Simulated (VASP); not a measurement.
Here is a VASP 6.6.1 calculation.

File INCAR:

```
SYSTEM = Be3Se2S
PREC = Accurate ; ENCUT = 520
EDIFF = 1E-7 ; ISMEAR = 0
SIGMA = 0.03 ; LREAL = .FALSE.
LASPH = .TRUE. ; NELM = 120
ALGO = Normal ; ISIF = 3
LWAVE = .FALSE. ; LCHARG = .FALSE.
GGA = PE ; IBRION = 2
NSW = 60 ; EDIFFG = -0.005
POTIM = 0.3 ; KPAR = 4
```

KPOINTS

```
regular mesh
0
G
  6 6 4
  0 0 0
```

File POSCAR:

```
Be3Se2S                                 
1.0
    5.3733993232     -3.1006348989      0.0000000000
    5.3733993232      3.1006348989      0.0000000000
    0.0000000000      0.0000000000      5.9005880993
  Be              Se              S             
     6     4     2
Direct
     0.5144983253746128    0.1661056665982016    0.1130906612312798
     0.8338943334017984    0.4855016746253872    0.1130906612312798
     0.1539337476832093    0.8460662523167908    0.1311984170881460
     0.1661056665982016    0.5144983253746128    0.6130906612312800
     0.4855016746253872    0.8338943334017984    0.6130906612312800
     0.8460662523167908    0.1539337476832093    0.6311984170881459
     0.5031925724122872    0.1671040886831323    0.4928700974470905
     0.4968074275877127    0.8328959113168677    0.9928700974470904
     0.8328959113168677    0.4968074275877127    0.4928700974470905
     0.1671040886831323    0.5031925724122872    0.9928700974470904
     0.8379127231458695    0.1620872768541305    0.9941090655551069
     0.1620872768541305    0.8379127231458695    0.4941090655551070
```

Potentials or basis: VASP PAW PBE potentials, release 64 (Be, Se, S).

Run with:

```bash
$ cat potpaw_PBE.64/Be/POTCAR potpaw_PBE.64/Se/POTCAR potpaw_PBE.64/S/POTCAR > POTCAR
$ mpirun -np 4 vasp_std > vasp.out
```

(1) What does it give for the relaxed cell?

(2) Predict the space group after relaxing (to 0.05 Å).

(3) Estimate the relaxed volume.

(4) What does it give for the band gap on the k mesh?

## Answers

(1) a = 6.204 Å, b = 6.204 Å, c = 5.902 Å, α = 90.00°, β = 90.00°, γ = 59.99°.

(2) Cmc2_1 (No. 36).

(3) 16.39 Å³/atom.

(4) 3.41 eV, direct.
